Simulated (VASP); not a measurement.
A run of VASP 6.6.1:

File INCAR:

```
SYSTEM = YRhS3
PREC = Accurate
ENCUT = 520
EDIFF = 1E-6
ISMEAR = 0
SIGMA = 0.1
LREAL = .False.
LASPH = .True.
NELM = 150
ALGO = Normal
ISIF = 2
LWAVE = .False.
LCHARG = .True.
ISPIN = 2
MAGMOM = 0 0.52 0 0 0
LORBIT = 11
LMAXMIX = 4
GGA = PE
LELF = .True.
LVHAR = .True.
NBANDS = 34
```

KPOINTS

```
Automatic mesh
0
Gamma
  8 8 8
  0 0 0
```

POSCAR

```
YRhS3
1.0
    4.6337801658      0.0000000000      0.0000000000
    0.0000000000      4.6337801658      0.0000000000
    0.0000000000      0.0000000000      4.6337801658
Y Rh S
1 1 3
Direct
    0.5000000000      0.5000000000      0.5000000000
    0.0000000000      0.0000000000      0.0000000000
    0.5000000000      0.0000000000      0.0000000000
    0.0000000000      0.5000000000      0.0000000000
    0.0000000000      0.0000000000      0.5000000000
```

Potentials or basis: VASP PAW PBE potentials, release 64 (Y_sv, Rh_pv, S).

Command:

```bash
$ cat potpaw_PBE.64/Y_sv/POTCAR potpaw_PBE.64/Rh_pv/POTCAR potpaw_PBE.64/S/POTCAR > POTCAR
$ mpirun -np 1 vasp_std > vasp.out
```

Hardware: 1 thread of AMD EPYC 9R45 96-Core Processor (Zen 5), with other jobs on the host.

Estimate the wall time of this run.

It took 2.3 min on 1 thread of AMD EPYC 9R45 96-Core Processor (Zen 5), with other jobs on the host, peak memory 0.34 GiB. Counts: scf iterations 15, k points 35.
